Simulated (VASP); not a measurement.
Given:

```
SrVO3
1.0
    3.78488     0.00000     0.00000
    0.00000     3.78488     0.00000
    0.00000     0.00000     3.78488
Sr V O
1 1 3
Direct
  0.00000   0.00000   0.00000
  0.50000   0.50000   0.50000
  0.50000   0.00000   0.50000
  0.00000   0.50000   0.50000
  0.50000   0.50000   0.00000
```

All values below come from PBE GGA, VASP's PBE PAW potentials (set 64) (plane waves; VASP 6.6.1). Settings: 520 eV cut-off, 8×8×8 Γ-centred mesh, first-order Methfessel-Paxton smearing of 0.10 eV, potentials Sr_sv V_sv O.

Give the stress tensor in GPa (positive for a compressed cell).

```
12.85   0.00   0.00
 0.00  12.85   0.00
 0.00   0.00  12.85
```
The pressure is its mean diagonal, 12.85 GPa.

The compound is SrVO3 in the cubic perovskite structure. This cell is one point of a volume scan, at 0.94 of the reference volume. The run is not spin-polarised, so no magnetic state was tried. The electron count is odd and the run is not spin-polarised, which forces a metal.
